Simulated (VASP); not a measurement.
# BCl3 in VASP: a series of runs, part 2 of 2

VASP 6.6.1. The steps go on from the part before.

**3. Single point, PBE**

INCAR

```
PREC = Accurate
ENCUT = 400
EDIFF = 1E-6
ISMEAR = 0
SIGMA = 0.01
LREAL = False
LASPH = True
NELM = 80
ALGO = Fast
ISIF = 2
LWAVE = False
LCHARG = False
GGA = PE
ISYM = 0
```

KPOINTS

```
regular mesh
0
Gamma
  1 1 1
```

POSCAR

```
BCl3                                    
1.0
   13.1339316568      0.0000000000      0.0000000000
    0.0000000000     13.6339316568      0.0000000000
    0.0000000000      0.0000000000     14.1339316568
  B               Cl            
     1     3
Selective dynamics
Direct
     0.4999793355000008    0.5036805274000002    0.5000060168000005   F   F   F
     0.4216764073833076    0.4137117358148284    0.4510135276657274   T   T   T
     0.5352266512896893    0.4966434625179538    0.6187786546076295   T   T   T
     0.5431107163409081    0.6006375049249583    0.4302017308316824   T   T   T
```

Potentials or basis: VASP PAW PBE potentials, release 64 (B, Cl).

The run is started by

```console
$ cat potpaw_PBE.64/B/POTCAR potpaw_PBE.64/Cl/POTCAR > POTCAR
$ mpirun -np 4 vasp_gam > vasp.out
```

OUTCAR:

```text
PREC = Accurate
   ENCUT = 400
   EDIFF = 1E-6
   ISMEAR = 0
   LREAL = False
   LASPH = True
   NELM = 80
   ISIF = 2
   GGA = PE
   ISYM = 0

 ion  position               nearest neighbor table
   1  0.500  0.504  0.500-   3 1.74   4 1.74   2 1.74
   2  0.422  0.414  0.451-   1 1.74
   3  0.535  0.497  0.619-   1 1.74
   4  0.543  0.601  0.430-   1 1.74

IMPORTANT INFORMATION: All symmetrisations will be switched off!
NOSYMM: (Re-)initialisation of all symmetry stuff for point group C_1.

----------------------------------------------------------------------------------------

                                     Primitive cell

  volume of cell :    2530.9225

  direct lattice vectors                    reciprocal lattice vectors
    13.133931657  0.000000000  0.000000000     0.076138663  0.000000000  0.000000000
     0.000000000 13.633931657  0.000000000     0.000000000  0.073346414  0.000000000
     0.000000000  0.000000000 14.133931657     0.000000000  0.000000000  0.070751722

  length of vectors
    13.133931657 13.633931657 14.133931657     0.076138663  0.073346414  0.070751722

  position of ions in fractional coordinates (direct lattice)
     0.499979336  0.503680527  0.500006017
     0.421676407  0.413711736  0.451013528
     0.535226651  0.496643463  0.618778655
     0.543110716  0.600637505  0.430201731

  ion indices of the primitive-cell ions
   primitive index   ion index
                 1           1
                 2           2
                 3           3
                 4           4

----------------------------------------------------------------------------------------

 KPOINTS: regular mesh

Automatic generation of k-mesh.
 Grid dimensions read from file:
 generate k-points for:    1    1    1

 Generating k-lattice:

  Cartesian coordinates                     Fractional coordinates (reciprocal lattice)
     0.076138663  0.000000000  0.000000000     1.000000000  0.000000000  0.000000000
     0.000000000  0.073346414  0.000000000     0.000000000  1.000000000  0.000000000
     0.000000000  0.000000000  0.070751722     0.000000000  0.000000000  1.000000000

  Length of vectors
     0.076138663  0.073346414  0.070751722

  Shift w.r.t. Gamma in fractional coordinates (k-lattice)
     0.000000000  0.000000000  0.000000000

 Subroutine IBZKPT returns following result:
 ===========================================

 Found      1 irreducible k-points:

 Following reciprocal coordinates:
            Coordinates               Weight
  0.000000  0.000000  0.000000      1.000000
   k-points           NKPTS =      1   k-points in BZ     NKDIM =      1   number of bands    NBANDS=     16
   number of dos      NEDOS =    301   number of ions     NIONS =      4
   total plane-waves  NPLWV = 777600
   dimension x,y,z NGX =    90 NGY =   90 NGZ =   96
   dimension x,y,z NGXF=   180 NGYF=  180 NGZF=  192
   ions per type =               1   3
   NGX,Y,Z   is equivalent  to a cutoff of  11.39, 10.97, 11.29 a.u.
   NGXF,Y,Z  is equivalent  to a cutoff of  22.78, 21.95, 22.58 a.u.
 SYSTEM =  unknown system
   PREC   = accura    normal or accurate (medium, high low for compatibility)
   ISTART =      0    job   : 0-new  1-cont  2-samecut
   ICHARG =      2    charge: 1-file 2-atom 10-const
   ISPIN  =      1    spin polarized calculation?
   LNONCOLLINEAR =      F non collinear calculations
   LSORBIT =      F    spin-orbit coupling
   LASPH  =      T    aspherical Exc in radial PAW
   ENCUT  =  400.0 eV  29.40 Ry    5.42 a.u.  21.42 22.23 23.05*2*pi/ulx,y,z
   NELM   =     80;   NELMIN=  2; NELMDL= -5     # of ELM steps
   EDIFF  = 0.1E-05   stopping-criterion for ELM
   LREAL  =      F    real-space projection
   EDIFFG = 0.1E-04   stopping-criterion for IOM
   NSW    =      0    number of steps for IOM
   IBRION =     -1    ionic relax: 0-MD 1-quasi-New 2-CG
   NFREE  =      0    steps in history (QN), initial steepest desc. (CG)
   ISIF   =      2    stress and relaxation
   ISYM   =      0    0-nonsym 1-usesym 2-fastsym
   POTIM  = 0.5000    time-step for ionic-motion
   TEBEG  =    0.0;   TEEND  =   0.0 temperature during run
   PSTRESS=    0.0 pullay stress
   NELECT =      24.0000    total number of electrons
   NUPDOWN=      -1.0000    fix difference up-down
   EMIN   =  10.00;   EMAX   =-10.00  energy-range for DOS
   EFERMI =   0.00;   METHOD = LEGACY
   ISMEAR =     0;   SIGMA  =   0.01  broadening in eV -4-tet -1-fermi 0-gaus
   EFERMI_NEDOS =   21; number of points for ismear=-14 and -15
   IALGO  =     68    algorithm
   IMIX   =      4    mixing-type and parameters
     AMIX     =   0.40;   BMIX     =  1.00
     AMIX_MAG =   1.60;   BMIX_MAG =  1.00
  volume/ion in A,a.u.               =     632.73      4269.88
  Fermi-wavevector in a.u.,A,eV,Ry     =   0.346513  0.654814  1.633664  0.120071
  Thomas-Fermi vector in A             =   1.255201
   LORBIT       =      0    0 simple, 1 ext, 2 COOP (PROOUT), +10 PAW based schemes
   GGA     = PE    functional components
   LHFCALC =     F    Hartree Fock is set to
   AEXX    =    0.0000 exact exchange contribution
   IVDW    =     0    specifies the selected vdW correction
   LEPSILON=     F    determine dielectric tensor
   LRPA    =     F    only Hartree local field effects (RPA)
 non-spin polarized calculation
 RMM-DIIS sequential band-by-band and
 Gauss-broadening in eV      SIGMA  =   0.01
  energy-cutoff  :      400.00
  volume of cell :     2530.92
 maximum number of plane-waves:     23007
 NGX is ok and might be reduce to    90
   NGX = 43   NGY = 45   NGZ = 47

 number of electron      23.9999999 magnetization

 Free energy of the ion-electron system (eV)
  ---------------------------------------------------
  ext. energy  EPLUGINS =         0.00000000
  ---------------------------------------------------
  free energy    TOTEN  =       -16.08433160 eV

  energy without entropy =      -16.08433160  energy(sigma->0) =      -16.08433160

 E-fermi :  -7.3428     XC(G=0):  -0.5912

 val. band max:       -7.4442629867   @ k =   0.0000   0.0000   0.0000
 cond. band min:      -2.4598896190   @ k =   0.0000   0.0000   0.0000
 fundamental gap:      4.9843733678
 Fermi energy:        -7.3428342893

 k-point     1 :       0.0000    0.0000    0.0000
  band No.  band energies     occupation
      1     -22.1898      2.00000
      2     -20.9884      2.00000
      3     -20.9881      2.00000
      4     -12.9502      2.00000
      5     -11.0680      2.00000
      6     -11.0678      2.00000
[... 8 lines left out ...]
     15       0.3128      0.00000
     16       0.4802      0.00000

------------------------ aborting loop because EDIFF is reached ----------------------------------------

  FORCE on cell =-STRESS in cart. coord.  units (eV):
  Direction    XX          YY          ZZ          XY          YZ          ZX
  --------------------------------------------------------------------------------------
  -------------------------------------------------------------------------------------
  Total       -0.0304396     -0.0173474     -0.0109537      0.0150251     -0.0049104      0.0069708
  in kB       -0.0192695     -0.0109816     -0.0069341      0.0095115     -0.0031085      0.0044128
  external PRESSURE =      -0.0123951 kB  Pullay stress =       0.0000000 kB

 VOLUME and BASIS-vectors are now :
 -----------------------------------------------------------------------------
  energy-cutoff  :      400.00
  volume of cell :     2530.92
      direct lattice vectors                 reciprocal lattice vectors
    13.133931657  0.000000000  0.000000000     0.076138663  0.000000000  0.000000000
     0.000000000 13.633931657  0.000000000     0.000000000  0.073346414  0.000000000
     0.000000000  0.000000000 14.133931657     0.000000000  0.000000000  0.070751722

 POSITION                                       TOTAL-FORCE (eV/Angst)
 -----------------------------------------------------------------------------------
      6.56669      6.86715      7.06705         0.002240     -0.001844     -0.000465
      5.53827      5.64052      6.37459        -0.010663     -0.011201     -0.006676
      7.02963      6.77120      8.74578         0.003424     -0.000441      0.016551
      7.13318      8.18905      6.08044         0.004999      0.013486     -0.009410
 -----------------------------------------------------------------------------------
    total drift:                                0.000425      0.000682      0.000779

  FREE ENERGIE OF THE ION-ELECTRON SYSTEM (eV)
  ---------------------------------------------------
  free  energy   TOTEN  =       -16.0843315987 eV

  energy  without entropy=      -16.0843315987  energy(sigma->0) =      -16.08433160
```

Wall time 20 s (4 MPI ranks of AMD EPYC 9R45 (Zen 5), shared host); peak memory 0.48 GiB.

Results:

```
Free energy                     : -16.0843 eV
Largest force                   : 0.017 eV/Å
Gap between the frontier levels : 4.98 eV
```

Forces in eV/Å, atoms in the order of the input:
```
B    0.002 -0.002  0.000
Cl  -0.011 -0.011 -0.007
Cl   0.003  0.000  0.017
Cl   0.005  0.013 -0.009
```

**4. Single point, RPBE**

INCAR, as its differences from that of step 3:

```diff
@@ -12,3 +12,3 @@
 LCHARG = False
-GGA = PE
+GGA = RP
 ISYM = 0
```

KPOINTS is that of step 3.

POSCAR is that of step 3.

The run is started by

```console
$ cat potpaw_PBE.64/B/POTCAR potpaw_PBE.64/Cl/POTCAR > POTCAR
$ mpirun -np 4 vasp_gam > vasp.out
```

It took 20 s on 4 MPI ranks of AMD EPYC 9R45 (Zen 5), shared host; peak memory 0.48 GiB.

The run converged. Its results:

* Free energy: -15.5215 eV
* Largest force: 0.252 eV/Å
* Gap between the frontier levels: 5.04 eV

Forces on the atoms (eV/Å):
```
B    0.002 -0.002  0.000
Cl  -0.149 -0.177 -0.100
Cl   0.066 -0.013  0.243
Cl   0.081  0.192 -0.142
```

Levels at points of the mesh, in eV from the valence-band top:
```csv
k point,band 9,band 10,band 11,band 12,band 13,band 14,band 15,band 16
"(0.00, 0.00, 0.00)",-0.86,-0.78,-0.78,0.00,5.04,6.80,7.74,7.83
```

Caveat: the PAW data sets were made with another functional, which shifts forces and pressure a little. RPBE gaps usually lie below the measured ones, often by a third to a half.

**5. Single point, RPBE+D3(BJ)**

INCAR, as its differences from that of step 4:

```diff
@@ -13,2 +13,3 @@
 GGA = RP
+IVDW = 12
 ISYM = 0
```

KPOINTS is that of step 4.

POSCAR is that of step 4.

Potentials or basis: VASP PAW PBE potentials, release 64 (B, Cl).

The run is started by

```console
$ cat potpaw_PBE.64/B/POTCAR potpaw_PBE.64/Cl/POTCAR > POTCAR
$ mpirun -np 4 vasp_gam > vasp.out
```

OUTCAR:

```text
PREC = Accurate
   ENCUT = 400
   EDIFF = 1E-6
   ISMEAR = 0
   LREAL = False
   LASPH = True
   NELM = 80
   ISIF = 2
   GGA = RP
   IVDW = 12
   ISYM = 0
 IVDW          = 12

 ion  position               nearest neighbor table
   1  0.500  0.504  0.500-   3 1.74   4 1.74   2 1.74
   2  0.422  0.414  0.451-   1 1.74
   3  0.535  0.497  0.619-   1 1.74
   4  0.543  0.601  0.430-   1 1.74

IMPORTANT INFORMATION: All symmetrisations will be switched off!
NOSYMM: (Re-)initialisation of all symmetry stuff for point group C_1.

----------------------------------------------------------------------------------------

                                     Primitive cell

  volume of cell :    2530.9225

  direct lattice vectors                    reciprocal lattice vectors
    13.133931657  0.000000000  0.000000000     0.076138663  0.000000000  0.000000000
     0.000000000 13.633931657  0.000000000     0.000000000  0.073346414  0.000000000
     0.000000000  0.000000000 14.133931657     0.000000000  0.000000000  0.070751722

  length of vectors
    13.133931657 13.633931657 14.133931657     0.076138663  0.073346414  0.070751722

  position of ions in fractional coordinates (direct lattice)
     0.499979336  0.503680527  0.500006017
     0.421676407  0.413711736  0.451013528
     0.535226651  0.496643463  0.618778655
     0.543110716  0.600637505  0.430201731

  ion indices of the primitive-cell ions
   primitive index   ion index
                 1           1
                 2           2
                 3           3
                 4           4

----------------------------------------------------------------------------------------

 KPOINTS: regular mesh

Automatic generation of k-mesh.
 Grid dimensions read from file:
 generate k-points for:    1    1    1

 Generating k-lattice:

[... 54 lines left out ...]
   IALGO  =     68    algorithm
   IMIX   =      4    mixing-type and parameters
     AMIX     =   0.40;   BMIX     =  1.00
     AMIX_MAG =   1.60;   BMIX_MAG =  1.00
  volume/ion in A,a.u.               =     632.73      4269.88
  Fermi-wavevector in a.u.,A,eV,Ry     =   0.346513  0.654814  1.633664  0.120071
  Thomas-Fermi vector in A             =   1.255201
   LORBIT       =      0    0 simple, 1 ext, 2 COOP (PROOUT), +10 PAW based schemes
   GGA     = RP    functional components
   LHFCALC =     F    Hartree Fock is set to
   AEXX    =    0.0000 exact exchange contribution
   IVDW    =    12    specifies the selected vdW correction
   LEPSILON=     F    determine dielectric tensor
   LRPA    =     F    only Hartree local field effects (RPA)
 non-spin polarized calculation
 RMM-DIIS sequential band-by-band and
 Gauss-broadening in eV      SIGMA  =   0.01
  energy-cutoff  :      400.00
  volume of cell :     2530.92
 maximum number of plane-waves:     23007
 NGX is ok and might be reduce to    90
   NGX = 43   NGY = 45   NGZ = 47

 number of electron      23.9999999 magnetization

 Free energy of the ion-electron system (eV)
  ---------------------------------------------------
  ext. energy  EPLUGINS =         0.00000000
  ---------------------------------------------------
  free energy    TOTEN  =       -15.52152769 eV

  energy without entropy =      -15.52152769  energy(sigma->0) =      -15.52152769

 E-fermi :  -7.3567     XC(G=0):  -0.6087

 val. band max:       -7.4119472780   @ k =   0.0000   0.0000   0.0000
 cond. band min:      -2.3700931593   @ k =   0.0000   0.0000   0.0000
 fundamental gap:      5.0418541187
 Fermi energy:        -7.3566690663

 k-point     1 :       0.0000    0.0000    0.0000
  band No.  band energies     occupation
      1     -22.1652      2.00000
      2     -20.9604      2.00000
      3     -20.9601      2.00000
      4     -12.9246      2.00000
      5     -11.0171      2.00000
      6     -11.0169      2.00000
[... 8 lines left out ...]
     15       0.3308      0.00000
     16       0.4145      0.00000

------------------------ aborting loop because EDIFF is reached ----------------------------------------

 Edisp (eV)   -0.78682

 E8    (eV) :    -0.4363

  FORCE on cell =-STRESS in cart. coord.  units (eV):
  Direction    XX          YY          ZZ          XY          YZ          ZX
  --------------------------------------------------------------------------------------
  -------------------------------------------------------------------------------------
  Total      -0.08233    -0.12020    -0.14457    -0.04505     0.01393    -0.02145
  in kB      -0.05212    -0.07609    -0.09152    -0.02852     0.00882    -0.01358
  external pressure =       -0.07 kB  Pullay stress =        0.00 kB

 VOLUME and BASIS-vectors are now :
 -----------------------------------------------------------------------------
  energy-cutoff  :      400.00
  volume of cell :     2530.92
      direct lattice vectors                 reciprocal lattice vectors
    13.133931657  0.000000000  0.000000000     0.076138663  0.000000000  0.000000000
     0.000000000 13.633931657  0.000000000     0.000000000  0.073346414  0.000000000
     0.000000000  0.000000000 14.133931657     0.000000000  0.000000000  0.070751722

 POSITION                                       TOTAL-FORCE (eV/Angst)
 -----------------------------------------------------------------------------------
      6.56669      6.86715      7.06705         0.002186     -0.001802     -0.000481
      5.53827      5.64052      6.37459         0.020762      0.026228      0.014491
      7.02963      6.77120      8.74578        -0.010696      0.002456     -0.034721
      7.13318      8.18905      6.08044        -0.012253     -0.026883      0.020711
 -----------------------------------------------------------------------------------
    total drift:                                0.000431      0.000673      0.000861

  FREE ENERGIE OF THE ION-ELECTRON SYSTEM (eV)
  ---------------------------------------------------
  free  energy   TOTEN  =       -16.3083471395 eV

  energy  without entropy=      -16.3083471395  energy(sigma->0) =      -16.30834714
```

OSZICAR:

```text
N       E                     dE             d eps       ncg     rms          rms(c)
DAV:   1     0.180423398935E+03    0.18042E+03   -0.57791E+03    48   0.718E+02
DAV:   2     0.435526791361E+02   -0.13687E+03   -0.13648E+03    64   0.127E+02
DAV:   3    -0.733122332258E+01   -0.50884E+02   -0.50869E+02    48   0.725E+01
[... 16 lines left out ...]
RMM:  20    -0.155215202579E+02   -0.11513E-04   -0.12185E-06    28   0.523E-03    0.932E-04
RMM:  21    -0.155215239024E+02   -0.36445E-05   -0.23151E-07    22   0.277E-03    0.275E-04
RMM:  22    -0.155215261967E+02   -0.22942E-05   -0.13075E-07    22   0.203E-03    0.211E-04
RMM:  23    -0.155215272656E+02   -0.10689E-05   -0.26283E-08    15   0.146E-03    0.129E-04
RMM:  24    -0.155215276855E+02   -0.41993E-06   -0.11918E-08    14   0.137E-03
   1 F= -.16308347E+02 E0= -.16308347E+02  d E =-.302533E-15
```

Wall time 21 s (4 MPI ranks of AMD EPYC 9R45 (Zen 5), shared host); peak memory 0.48 GiB.

What came out:

```yaml
Free_energy: -16.3083 eV
Largest_force: 0.036 eV/Å
Gap_between_the_frontier_levels: 5.04 eV
Dispersion_energy_per_atom: -0.197 eV
```

Forces on the atoms (eV/Å):
```
B    0.002 -0.002  0.000
Cl   0.021  0.026  0.014
Cl  -0.011  0.002 -0.035
Cl  -0.012 -0.027  0.021
```

Caveat: the PAW data sets were made with another functional, which shifts forces and pressure a little. RPBE gaps usually lie below the measured ones, often by a third to a half.

**6. Single point, optB86b-vdW**

INCAR, as its differences from that of step 5:

```diff
@@ -12,4 +12,7 @@
 LCHARG = False
-GGA = RP
-IVDW = 12
+GGA = MK
+LUSE_VDW = True
+AGGAC = 0.0
+PARAM1 = 0.1234
+PARAM2 = 1.0
 ISYM = 0
```

KPOINTS is that of step 5.

POSCAR is that of step 5.

Potentials or basis: VASP PAW PBE potentials, release 64 (B, Cl).

The run is started by

```console
$ cat potpaw_PBE.64/B/POTCAR potpaw_PBE.64/Cl/POTCAR > POTCAR
$ mpirun -np 4 vasp_gam > vasp.out
```

It took 4.7 min on 4 MPI ranks of AMD EPYC 9R45 (Zen 5), shared host; peak memory 1.3 GiB.

It converged, with:

| Quantity | Value |
| --- | --- |
| Free energy | -9.7244 eV |
| Largest force | 0.015 eV/Å |
| Gap between the frontier levels | 5.00 eV |

Forces in eV/Å, atoms in the order of the input:
```
B    0.002 -0.002 -0.001
Cl  -0.009 -0.009 -0.006
Cl   0.002  0.000  0.014
Cl   0.004  0.011 -0.008
```

Levels at points of the mesh, in eV from the valence-band top:
```tsv
k point	band 10	band 11	band 12	band 13	band 14	band 15
(0.00, 0.00, 0.00)	-0.79	-0.79	0.00	5.00	6.67	7.66
```

Caveat: the PAW data sets were made with another functional, which shifts forces and pressure a little.

**7. Overview**

| task | level | cell | atoms held fixed (from 0) | gap on the mesh (eV) | largest force (eV/Å) |
| --- | --- | --- | --- | --- | --- |
| relaxation of the atoms | PBE+D3(BJ) | atoms relaxed | [0] | 4.98 | - |
| single point | PBE | as given | - | 4.98 | 0.02 |
| single point | RPBE | as given | - | 5.04 | 0.25 |
| single point | RPBE+D3(BJ) | as given | - | 5.04 | 0.04 |
| single point | optB86b-vdW | as given | - | 5.00 | 0.01 |

Alike in all rows: potentials or basis VASP PAW PBE potentials, release 64 (B, Cl); no spin polarisation; k mesh 1 × 1 × 1; cutoff (eV) 400; smearing gaussian 0.01 eV.

On the cell as given the gap runs from 4.98 eV (PBE) to 5.04 eV (RPBE).

Caveats: the PAW data sets were made with another functional, which shifts forces and pressure a little (some runs).

Absolute energies hang on the potentials; compare differences alone.
